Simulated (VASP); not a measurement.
These are revTPSS meta-GGA, VASP's PBE PAW potentials (set 64) (plane waves; VASP 6.6.1) values and carry that method's errors.

The input files of a VASP run:

### POSCAR
```
CdF2
1
    0.0000000000     2.6823774224     2.6823774224
    2.6823774224     0.0000000000     2.6823774224
    2.6823774224     2.6823774224     0.0000000000
Cd F
1 2
Direct
  0.0000000000   0.0000000000   0.0000000000
  0.2500000000   0.2500000000   0.2500000000
  0.7500000000   0.7500000000   0.7500000000
```

INCAR:
```
SYSTEM  =  CdF2
PREC  =  Accurate; ENCUT  =  520; LREAL  =  F
LASPH  =  T
EDIFF  =  1E-7; NELM  =  100; ALGO  =  Normal
LMAXMIX  =  4; LMIXTAU  =  T
ISMEAR  =  0; SIGMA  =  0.05
METAGGA  =  RTPSS
ISIF  =  2
LWAVE  =  F; LCHARG  =  F
```

### KPOINTS
```
Regular mesh
0
gamma
 7 7 7
0 0 0
```

POTCAR, in this order: Cd F (PBE.64 set). Program: vasp_std.

The run wrote:

### OSZICAR
```
       N       E                     dE             d eps       ncg     rms          rms(c)
DAV:   1     0.240815523352E+03    0.24082E+03   -0.15807E+04   688   0.157E+03
DAV:   2     0.253497156468E+02   -0.21547E+03   -0.21095E+03   794   0.427E+02
DAV:   3     0.156301743786E+02   -0.97195E+01   -0.97029E+01   758   0.104E+02
DAV:   4     0.155784403807E+02   -0.51734E-01   -0.51727E-01   801   0.745E+00
DAV:   5     0.155782556032E+02   -0.18478E-03   -0.18478E-03   798   0.371E-01    0.152E+01
DAV:   6     0.218241010783E+01   -0.13396E+02   -0.18270E+02   683   0.190E+02    0.131E+01
DAV:   7     0.204924907086E+01   -0.13316E+00   -0.13888E+00   687   0.214E+01    0.102E+01
DAV:   8     0.295195241166E+01    0.90270E+00   -0.11967E+01   692   0.482E+01    0.512E+00
DAV:   9     0.205224339887E+01   -0.89971E+00   -0.28348E+00   680   0.253E+01    0.118E+00
DAV:  10     0.244977177628E+01    0.39753E+00   -0.12146E+00   696   0.177E+01    0.157E+00
DAV:  11     0.250166446223E+01    0.51893E-01   -0.27982E-01   680   0.620E+00    0.663E-01
DAV:  12     0.248249070266E+01   -0.19174E-01   -0.19856E-02   699   0.158E+00    0.293E-01
DAV:  13     0.249252457073E+01    0.10034E-01   -0.21073E-02   729   0.193E+00    0.258E-01
DAV:  14     0.248183945960E+01   -0.10685E-01   -0.35614E-03   699   0.875E-01    0.117E-01
DAV:  15     0.248207140029E+01    0.23194E-03   -0.38967E-03   693   0.576E-01    0.820E-02
DAV:  16     0.248181935903E+01   -0.25204E-03   -0.35108E-04   703   0.208E-01    0.444E-02
DAV:  17     0.248177555076E+01   -0.43808E-04   -0.40864E-05   689   0.928E-02    0.252E-02
DAV:  18     0.248176426921E+01   -0.11282E-04   -0.13146E-05   713   0.387E-02    0.187E-02
DAV:  19     0.248175208982E+01   -0.12179E-04   -0.24110E-05   701   0.539E-02    0.432E-03
DAV:  20     0.248175576827E+01    0.36785E-05   -0.19149E-06   705   0.160E-02    0.108E-03
DAV:  21     0.248175284031E+01   -0.29280E-05   -0.21010E-07   523   0.688E-03    0.150E-03
DAV:  22     0.248175316845E+01    0.32813E-06   -0.21593E-08   346   0.223E-03    0.722E-04
DAV:  23     0.248175274823E+01   -0.42021E-06   -0.21538E-08   490   0.169E-03    0.388E-04
DAV:  24     0.248175280532E+01    0.57094E-07   -0.82528E-09   346   0.101E-03
   1 F= 0.24817528E+01 E0= 0.24817528E+01  d E =-.101849E-12
```

**OUTCAR**
```
------------------------ aborting loop because EDIFF is reached ----------------------------------------
  FORCE on cell =-STRESS in cart. coord.  units (eV):
  Direction    XX          YY          ZZ          XY          YZ          ZX
  --------------------------------------------------------------------------------------
  Total        0.8901838      0.8901838      0.8901838      0.0000000     -0.0000000      0.0000000
  in kB       36.9488250     36.9488250     36.9488250      0.0000000     -0.0000000      0.0000000
  external PRESSURE =      36.9488250 kB  Pullay stress =       0.0000000 kB
  volume of cell :       38.60
      direct lattice vectors                 reciprocal lattice vectors
     0.000000000  2.682377422  2.682377422    -0.186401808  0.186401808  0.186401808
     2.682377422  0.000000000  2.682377422     0.186401808 -0.186401808  0.186401808
     2.682377422  2.682377422  0.000000000     0.186401808  0.186401808 -0.186401808
 POSITION                                       TOTAL-FORCE (eV/Angst)
 -----------------------------------------------------------------------------------
      0.00000      0.00000      0.00000        -0.000000      0.000000      0.000000
      1.34119      1.34119      1.34119         0.000000      0.000000      0.000000
      4.02357      4.02357      4.02357        -0.000000     -0.000000     -0.000000
 -----------------------------------------------------------------------------------
    total drift:                                0.000000     -0.000000      0.000000
  FREE ENERGIE OF THE ION-ELECTRON SYSTEM (eV)
  ---------------------------------------------------
  free  energy   TOTEN  =         2.4817528053 eV

  energy  without entropy=        2.4817528053  energy(sigma->0) =        2.48175281
```
(Selected blocks of OUTCAR.)

OUTCAR:
```
 val. band max:       -1.4032137393   @ k =  -0.2857   0.4286   0.1429

 cond. band min:       1.9140090698   @ k =   0.0000   0.0000   0.0000


 Fermi energy:        -1.1582711277

 k-point     1 :       0.0000    0.0000    0.0000
  band No.  band energies     occupation
      1     -23.0284      2.00000
      2     -21.9146      2.00000
      3      -6.9647      2.00000
      4      -6.9647      2.00000
      5      -6.9647      2.00000
      6      -5.6051      2.00000
      7      -5.6051      2.00000
      8      -2.3908      2.00000
      9      -2.3908      2.00000
     10      -2.3908      2.00000
     11      -1.8021      2.00000
     12      -1.8021      2.00000
     13      -1.8021      2.00000
     14       1.9140      0.00000
     15      11.6689      0.00000
     16      11.6689      0.00000
     17      11.6689      0.00000

 k-point     2 :       0.1429    0.0000    0.0000
  band No.  band energies     occupation
      1     -22.9651      2.00000
      2     -21.9702      2.00000
      3      -6.8824      2.00000
      4      -6.8824      2.00000
      5      -6.7366      2.00000
      6      -5.6318      2.00000
      7      -5.6318      2.00000
      8      -2.9726      2.00000
      9      -2.5214      2.00000
     10      -2.5214      2.00000
     11      -1.9777      2.00000
     12      -1.7973      2.00000
     13      -1.7973      2.00000
     14       2.6676      0.00000
     15      10.7871      0.00000
     16      11.9811      0.00000
     17      11.9811      0.00000

 k-point     3 :       0.2857    0.0000    0.0000
  band No.  band energies     occupation
      1     -22.7945      2.00000
      2     -22.1240      2.00000
      3      -6.7079      2.00000
      4      -6.7079      2.00000
      5      -6.1378      2.00000
      6      -5.6394      2.00000
      7      -5.6393      2.00000
      8      -3.7994      2.00000
      9      -2.8804      2.00000
     10      -2.8804      2.00000
     11      -2.6852      2.00000
...
```

The compound is CdF2 in the fluorite structure. This cell is one point of a volume scan, at 0.97 of the reference volume.
